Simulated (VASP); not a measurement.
A convergence study with VASP on TiC (rock salt): one setting is varied, all else stays as given below, so the limit is that of these other settings.

```yaml
crystal:
  lattice:
    - [0.00000, 2.16500, 2.16500]
    - [2.16500, 0.00000, 2.16500]
    - [2.16500, 2.16500, 0.00000]
  atoms:
    - { symbol: Ti, position: [0.00000, 0.00000, 0.00000] }
    - { symbol: C, position: [0.50000, 0.50000, 0.50000] }
```

Method: PBE GGA, VASP's PBE PAW potentials (set 64) (plane waves; VASP). The tightest run used: 700 eV cut-off, 24×24×24 Γ-centred mesh, first-order Methfessel-Paxton smearing of 0.10 eV, potentials Ti_sv C.

Question: The settings run are 1×1×1 mesh; 2×2×2 mesh; 3×3×3 mesh; 4×4×4 mesh; 5×5×5 mesh; 6×6×6 mesh; 7×7×7 mesh; 8×8×8 mesh; 9×9×9 mesh; 10×10×10 mesh; 11×11×11 mesh; 12×12×12 mesh; 13×13×13 mesh; 14×14×14 mesh; 15×15×15 mesh; 16×16×16 mesh; 17×17×17 mesh; 18×18×18 mesh; 19×19×19 mesh; 20×20×20 mesh; 21×21×21 mesh; 22×22×22 mesh; 23×23×23 mesh; 24×24×24 mesh. From which on does the energy per atom stay within 0.002 eV/atom of the tightest run?

Answer: From 8×8×8 mesh on: it is off by 0.0012 there and by no more than 0.002 in any finer run, while 7×7×7 mesh is off by 0.0038.
```tsv
setting	E (eV/atom)	pressure (GPa)	irreducible k-points	difference judged (eV/atom)
1×1×1 mesh	0.7943	132.06	1	10.1506
2×2×2 mesh	-8.6472	14.45	3	0.7091
3×3×3 mesh	-9.2431	1.64	4	0.1131
4×4×4 mesh	-9.3290	-0.33	8	0.0273
5×5×5 mesh	-9.3339	0.53	10	0.0224
6×6×6 mesh	-9.3502	0.60	16	0.0060
7×7×7 mesh	-9.3525	0.69	20	0.0038
8×8×8 mesh	-9.3551	0.62	29	0.0012
9×9×9 mesh	-9.3555	0.61	35	0.0007
10×10×10 mesh	-9.3559	0.61	47	0.0003
11×11×11 mesh	-9.3561	0.60	56	0.0001
12×12×12 mesh	-9.3564	0.57	72	0.0002
13×13×13 mesh	-9.3563	0.60	84	0.0001
14×14×14 mesh	-9.3563	0.57	104	0.0000
15×15×15 mesh	-9.3559	0.56	120	0.0003
16×16×16 mesh	-9.3559	0.58	145	0.0004
17×17×17 mesh	-9.3561	0.58	165	0.0002
18×18×18 mesh	-9.3563	0.59	195	0.0000
19×19×19 mesh	-9.3564	0.59	220	0.0002
20×20×20 mesh	-9.3566	0.59	256	0.0003
21×21×21 mesh	-9.3566	0.58	286	0.0003
22×22×22 mesh	-9.3564	0.57	328	0.0002
23×23×23 mesh	-9.3563	0.57	364	0.0000
24×24×24 mesh	-9.3563	0.58	413	0.0000
```

Left out are rungs that failed or repeat a setting and relaxations that didn't move; long series are thinned to 24 rows.

The compound is TiC in the rock salt structure. The cell was not relaxed at this level.
